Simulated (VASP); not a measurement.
Runs of VASP 6.6.1 on AlCu. All rows change the cell; the cell of one of them follows. Symmetry: Cmmm, No. 65, orthorhombic system. The conventional cell has a = 4.207 Å, b = 4.271 Å, c = 2.998 Å, α = 90.00°, β = 90.00°, γ = 90.00°. Al (site symmetry mmm) has 8 Cu at 2.58 to 2.61 Å as nearest neighbours. Cu (site symmetry mmm) is surrounded by 8 Al at 2.58 to 2.61 Å. The cell comes from a database or a generator and needn't be the stable form of this composition.

| cell | further INCAR settings | gap on the mesh (eV) | pressure (GPa) |
| --- | --- | --- | --- |
| strain +0.0150 x Voigt [0, 0, 0, 0, 0, 1], atoms carried along | ALGO = Fast; EDIFF = 1e-06; NBANDS = 14 | none | -8.2 |
| strain +0.0050 x Voigt [0, 0, 0, 0, 0, 1], atoms carried along | ALGO = Fast; EDIFF = 1e-06; NBANDS = 14 | none | -8.7 |
| strain -0.0100 x Voigt [0, 0, 0, 0, 0, 1], atoms carried along | ALGO = Fast; EDIFF = 1e-06; NBANDS = 14 | none | -7.6 |
| strain -0.0200 x Voigt [0, 0, 0, 0, 0, 1], atoms carried along | ALGO = Fast; EDIFF = 1e-07; NBANDS = 14 | none | (a) |

Alike in all rows: task single point; level LDA; potentials or basis VASP PAW LDA potentials, release 64 (Al, Cu); no spin polarisation; k mesh 16 × 16 × 16; cutoff (eV) 520; smearing gaussian 0.15 eV.

Fill in the values left out.

(a) -8.1.

A k mesh can miss the band edges.

A gap of «none» marks a metal or a gap under the smearing width.

Not every run made on this cell is shown here.
